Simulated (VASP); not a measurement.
All values below come from LDA (Ceperley-Alder, Perdew-Zunger), VASP's LDA PAW potentials (set 64) (plane waves; VASP).

Input for VASP

**KPOINTS**
```
K-points
0
Gamma
 5 5 5
0 0 0
```

File POSCAR:
```
TiP
1
    0.0000000000     2.8548520000     2.8548520000
    2.8548520000     0.0000000000     2.8548520000
    2.8548520000     2.8548520000     0.0000000000
P Ti
1 1
Direct
  0.2500000000   0.2500000000   0.2500000000
  0.0000000000   0.0000000000   0.0000000000
```

**INCAR**
```
ALGO  =  Normal
EDIFF  =  1E-6
ENCUT  =  300
ISIF  =  2
ISMEAR  =  0
LASPH  =  .True.
LCHARG  =  .False.
LMAXMIX  =  4
LREAL  =  .False.
LWAVE  =  .False.
NELM  =  100
PREC  =  Accurate
SIGMA  =  0.2
SYSTEM  =  TiP
```

POTCAR, in this order: P Ti_sv (LDA.64 set). Program: vasp_std.

Problem. What will the output report for the number of irreducible k-points (NKPTS), largest plane-wave count, number of space-group operations, FFT grid (NGX, NGY, NGZ)?

Solution. 
```json
{
 "number of irreducible k-points (NKPTS)": "10",
 "largest_plane_wave_count": "564",
 "number_of_space_group_operations": "24",
 "FFT grid (NGX, NGY, NGZ)": "24 × 24 × 24"
}
```

The structure was generated: TiP was put into an ordered model structure, which need not be its known phase. The cell was not relaxed at this level. The k-mesh is coarse (spacing up to 0.38 per Å, 2π included), so the numbers may not be converged in it. The run is one of a series of settings (GGA removed, POTCAR P Ti_sv (LDA.64 set) against the base run), some of them coarse on purpose. The electron count is odd and the run is not spin-polarised, which forces a metal.
